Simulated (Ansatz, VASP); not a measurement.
# SiO2 (Stishovite): VASP beside Ansatz, part 2 of 2

Wanted: the spread between two codes on one cell, functional and k mesh. The cell is taken from a series of runs on this material, whose earlier steps may have relaxed, scaled, displaced or heated it; both programs get it as it stands.

VASP 6.6.1 and Ansatz 0.2.0.

So far: The structure; Ansatz: single point, HSE06.

## 3. VASP: single point, HSE06

Level of this step: HSE06; plane waves and PAW (Si, O) (VASP).

The same cell, functional and mesh now go to VASP, with its own data sets.

Lines of VASP's logs that name or quote its potential files are left out, and so is its time.

The run reads the wave functions of an earlier VASP run, which isn't shown here.

Contents of INCAR:

```
SYSTEM = SiO2
PREC = Accurate
ENCUT = 520
EDIFF = 1E-06
NELM = 100
ISMEAR = 0
SIGMA = 0.01
LREAL = .FALSE.
ALGO = Normal
LHFCALC = .TRUE.
AEXX = 0.25
GGA = PE
HFSCREEN = 0.208
LASPH = .TRUE.
NBANDS = 22
PRECFOCK = Fast
LORBIT = 11
LWAVE = .FALSE.
LCHARG = .FALSE.
KPAR = 8
ISIF = 2
```

Contents of POSCAR:

```
SiO2
1.0
    4.2608460000      0.0000000000      0.0000000000
    0.0000000000      4.1773000000      0.0000000000
    0.0000000000      0.0000000000      2.6652000000
Si O
2 4
Direct
    0.0000000000      0.0000000000      0.0000000000
    0.5000000000      0.5000000000      0.5000000000
    0.3105936155      0.3023795066      0.0000000000
    0.1894063845      0.8023795066      0.5000000000
    0.6894063845      0.6976204934      0.0000000000
    0.8105936155      0.1976204934      0.5000000000
```

Contents of KPOINTS:

```
Automatic mesh
0
Gamma
4 4 6
0 0 0
```

PAW data sets: Si and O (PBE family, release 64).

Run with:

```console
> mpirun -np 8 vasp_std
```

Numbers of over 12 decimals in the logs are rounded to 6 here.

The log of the run:

```text
[banner, memory and clock lines left out]
running    8 mpi-ranks, on    1 nodes
 distrk:  each k-point on    1 cores,    8 groups
 distr:  one band on    1 cores,    1 groups

 POSCAR found type information on POSCAR SiO
 POSCAR found :  2 types and       6 ions
|                                                                             |
|           W    W    AA    RRRRR   N    N  II  N    N   GGGG   !!!           |
|           W    W   A  A   R    R  NN   N  II  NN   N  G    G  !!!           |
|           W    W  A    A  R    R  N N  N  II  N N  N  G       !!!           |
|           W WW W  AAAAAA  RRRRR   N  N N  II  N  N N  G  GGG   !            |
|           WW  WW  A    A  R   R   N   NN  II  N   NN  G    G                |
|           W    W  A    A  R    R  N    N  II  N    N   GGGG   !!!           |
|                                                                             |
|     For optimal performance we recommend to set                             |
|       NCORE = 2 up to number-of-cores-per-socket                            |
|     NCORE specifies how many cores store one orbital (NPAR=cpu/NCORE).      |
|     This setting can greatly improve the performance of VASP for DFT.       |
|     The default, NCORE=1 might be grossly inefficient on modern             |
|     multi-core architectures or massively parallel machines. Do your        |
|     Unfortunately you need to use the default for GW and RPA                |
|     calculations (for HF NCORE is supported but not extensively tested      |
|     yet).                                                                   |
|                                                                             |

 LDA part: xc-table for (Slater+PW92), standard interpolation
 found WAVECAR, reading the header
 POSCAR, INCAR and KPOINTS ok, starting setup
 FFT: planning ... GRIDC
 FFT: planning ... GRID_SOFT
 FFT: planning ... GRID
 reading WAVECAR
 the WAVECAR file was read successfully
 initial charge from wavefunction
 entering main loop
       N       E                     dE             d eps       ncg     rms          rms(c)
DAV:   1    -0.572661242743E+02   -0.57266E+02   -0.96388E-01  1728   0.815E+00    0.387E+00
DAV:   2    -0.572718151127E+02   -0.56908E-02   -0.27983E-02  1962   0.119E+00    0.293E+00
DAV:   3    -0.572688044844E+02    0.30106E-02   -0.20758E-03  1932   0.301E-01    0.173E+00
DAV:   4    -0.572680658834E+02    0.73860E-03   -0.73954E-04  1884   0.168E-01    0.967E-01
DAV:   5    -0.572678539248E+02    0.21196E-03   -0.13254E-04  1920   0.840E-02    0.538E-01
DAV:   6    -0.572677863258E+02    0.67599E-04   -0.41195E-05  1884   0.530E-02    0.302E-01
DAV:   7    -0.572677667821E+02    0.19544E-04   -0.12321E-05  1902   0.303E-02    0.169E-01
DAV:   8    -0.572677610804E+02    0.57017E-05   -0.32160E-06  1784   0.155E-02    0.946E-02
DAV:   9    -0.572677595179E+02    0.15625E-05   -0.91715E-07  1284   0.845E-03    0.538E-02
DAV:  10    -0.572677591557E+02    0.36217E-06   -0.37357E-07  1026   0.554E-03
   1 F= -.57267759E+02 E0= -.57267759E+02  d E =-.408834E-79
```

OUTCAR, selected parts (step 3):

```text
ion  position               nearest neighbor table
   1  0.000  0.000  0.000-   4 1.76   6 1.76   4 1.76   6 1.76   5 1.83   3 1.83
   2  0.500  0.500  0.500-   3 1.76   5 1.76   3 1.76   5 1.76   4 1.83   6 1.83
   3  0.311  0.302  0.000-   2 1.76   2 1.76   1 1.83
   4  0.189  0.802  0.500-   1 1.76   1 1.76   2 1.83
   5  0.689  0.698  0.000-   2 1.76   2 1.76   1 1.83
   6  0.811  0.198  0.500-   1 1.76   1 1.76   2 1.83

  LATTYP: Found a simple orthorhombic cell.
 ALAT       =     2.6652000000
 B/A-ratio  =     1.5673495422
 C/A-ratio  =     1.5986965331

 Subroutine GETGRP returns: Found  8 space group operations
 (whereof  4 operations were pure point group operations)

The static configuration has the point symmetry C_2h.
 The point group associated with its full space group is D_2h.

 Found     36 irreducible k-points:

   k-points           NKPTS =     36   k-points in BZ     NKDIM =     96   number of bands    NBANDS=     22

   dimension x,y,z NGX =    32 NGY =   32 NGZ =   20
   dimension x,y,z NGXF=    64 NGYF=   64 NGZF=   40

   ENCUT  =  520.0 eV  38.22 Ry    6.18 a.u.   7.92  7.77  4.96*2*pi/ulx,y,z

   NELECT =      32.0000    total number of electrons

 k-points in reciprocal lattice and weights: Automatic mesh
   0.00000000  0.00000000  0.00000000       0.010
   0.25000000  0.00000000  0.00000000       0.021
   0.50000000  0.00000000  0.00000000       0.010
   0.00000000  0.25000000  0.00000000       0.021
   0.25000000  0.25000000  0.00000000       0.042
   0.50000000  0.25000000  0.00000000       0.021
   0.00000000  0.50000000  0.00000000       0.010
   0.25000000  0.50000000  0.00000000       0.021
   0.50000000  0.50000000  0.00000000       0.010
[...]
0.25000000  0.50000000  0.50000000       0.021
   0.50000000  0.50000000  0.50000000       0.010

  exchange ACFDT corr.  =         0.00000000  see jH, gK, PRB 81, 115126

 average (electrostatic) potential at core
       1 -78.0112       2 -78.0112       3 -60.8740       4 -60.8740       5 -60.8740
       6 -60.8740

 E-fermi :   6.6919

 k-point     1 :       0.0000    0.0000    0.0000
  band No.  band energies     occupation
    ...
     12       3.6417      2.00000
     13       4.1993      2.00000
     14       5.7046      2.00000
     15       5.8321      2.00000
     16       6.5603      2.00000
     17      13.9888      0.00000
     18      15.3861      0.00000
     19      17.0610      0.00000
     20      17.2889      0.00000
     21      19.7333      0.00000
    ...

 k-point     2 :       0.2500    0.0000    0.0000
  band No.  band energies     occupation
    ...
     12       3.7750      2.00000
     13       4.2622      2.00000
     14       4.4553      2.00000
     15       5.6987      2.00000
     16       6.0618      2.00000
     17      14.9490      0.00000
     18      15.9047      0.00000
     19      17.3690      0.00000
     20      17.4414      0.00000
     21      20.2318      0.00000
    ...

 k-point     3 :       0.5000    0.0000    0.0000
  band No.  band energies     occupation
    ...
     12       2.5566      2.00000
     13       4.0730      2.00000
     14       4.0730      2.00000
     15       5.5061      2.00000
     16       5.5061      2.00000
     17      16.3761      0.00000
     18      16.3761      0.00000
     19      17.8331      0.00000
     20      17.8331      0.00000
     21      19.6321      0.00000
    ...

  Total       -2.7578155     -1.3606000     -1.2690201     -0.0000000      0.0000000      0.0000000
  in kB      -93.1439153    -45.9536197    -42.8605533     -0.0000000      0.0000000      0.0000000
  external PRESSURE =     -60.6526961 kB  Pullay stress =       0.0000000 kB

  energy-cutoff  :      520.00
  volume of cell :       47.44
      direct lattice vectors                 reciprocal lattice vectors
     4.260846000  0.000000000  0.000000000     0.234695176  0.000000000  0.000000000
     0.000000000  4.177300000  0.000000000     0.000000000  0.239389079  0.000000000
     0.000000000  0.000000000  2.665200000     0.000000000  0.000000000  0.375206363

 POSITION                                       TOTAL-FORCE (eV/Angst)
 -----------------------------------------------------------------------------------
      0.00000      0.00000      0.00000         0.000000      0.000000      0.000000
      2.13042      2.08865      1.33260         0.000000      0.000000      0.000000
      1.32339      1.26313      0.00000         0.090279      0.110678     -0.000000
      0.80703      3.35178      1.33260        -0.090279      0.110678     -0.000000
      2.93745      2.91417      0.00000        -0.090279     -0.110678      0.000000
      3.45381      0.82552      1.33260         0.090279     -0.110678      0.000000
 -----------------------------------------------------------------------------------
    total drift:                                0.000013     -0.000008      0.000016

  FREE ENERGIE OF THE ION-ELECTRON SYSTEM (eV)
  ---------------------------------------------------
  free  energy   TOTEN  =       -57.2677591557 eV

  energy  without entropy=      -57.2677591557  energy(sigma->0) =      -57.26775916

 total charge
# of ion       s       p       d       tot
------------------------------------------
    1        0.584   0.863   0.000   1.447
    2        0.584   0.863   0.000   1.447
    3        1.555   3.704   0.000   5.259
    4        1.555   3.704   0.000   5.259
    5        1.555   3.704   0.000   5.259
    6        1.555   3.704   0.000   5.259
--------------------------------------------------
tot          7.387  16.543   0.000  23.930

[... 3 further parts left out ...]
```

The run ends at a pressure of -6.07 GPa, with forces up to 0.14 eV/Å.

## 4. Differences

Known differences besides the potentials themselves: exact exchange at q = 0 is treated differently, which shows on coarse meshes; VASP keeps PBE cores, Ansatz makes them for the functional; fixed occupations in Ansatz, narrow Gaussian smearing in VASP; the cutoff is 420 eV in Ansatz and 520 eV in VASP; VASP takes a coarser grid for exact exchange (PRECFOCK = Fast). Total energies have different zeros and are not compared.

Both answers:

```csv
quantity,Ansatz,VASP,difference
gap on the k mesh (eV),7.451,7.428,+0.022
```

A gap on the mesh is an upper bound, since the band edges may lie between its points.

## 5. Outcome

| Item | Value |
| --- | --- |
| difference in gap on the k mesh (single point, HSE06) | 0.022 eV |

What this shows: The difference in gap on the k mesh is 0.022 eV (single point, HSE06), within the 0.08 eV picked in this series as the mark of a large difference. How closely two codes agree says nothing of how well the functional describes the real material.

[Lines on the potential files, build, host, timing and source positions are cut from VASP's logs without a mark.]

[Logs are printed without paths, hosts, clocks, repeated set-up lines and the standing remarks that a program may print on its own settings, such as how far it seeks lower states.]

[Hosts, paths, dates, database ids (printed as entryN), source tags and the programs' standing remarks are cut or masked in the printed files.]
